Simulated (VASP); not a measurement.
Calculation: LDA (Ceperley-Alder, Perdew-Zunger), VASP's LDA PAW potentials (set 64) (plane waves; VASP).

VASP input:

### KPOINTS
```
Automatic mesh
0
Gamma
  14 14 14
```

### POSCAR
```
Ta
1
   -1.6299778253     1.6299778253     1.6299778253
    1.6299778253    -1.6299778253     1.6299778253
    1.6299778253     1.6299778253    -1.6299778253
Ta
1
Direct
  1.0000000000   0.0000000000   0.0000000000
```

### INCAR
```
# general
SYSTEM  = Ta
PREC    = Accurate
ENCUT   = 400
LREAL   = .False.
LASPH   = .True.

# electronic loop
EDIFF   = 1E-6
NELM    = 100
ALGO    = Normal
LMAXMIX = 6

# smearing
ISMEAR  = 1
SIGMA   = 0.1

# ions
IBRION  = 2
NSW     = 60
ISIF    = 3
EDIFFG  = -0.01

# output
LWAVE   = .False.
LCHARG  = .False.
```

POTCAR, in this order: Ta_pv (LDA.64 set). Program: vasp_std.

Task: What will the output report for the number of irreducible k-points (NKPTS), number of bands (NBANDS), largest plane-wave count, number of space-group operations, FFT grid (NGX, NGY, NGZ)?

Result: 
```json
{
 "number of irreducible k-points (NKPTS)": "104",
 "number of bands (NBANDS)": "9",
 "largest_plane_wave_count": "328",
 "number_of_space_group_operations": "48",
 "FFT grid (NGX, NGY, NGZ)": "18 × 18 × 18"
}
```

The structure comes from a computed database's Ta entry (Im-3m); how it stands against other phases isn't given here. It was relaxed first. The start is the result of an earlier pass.
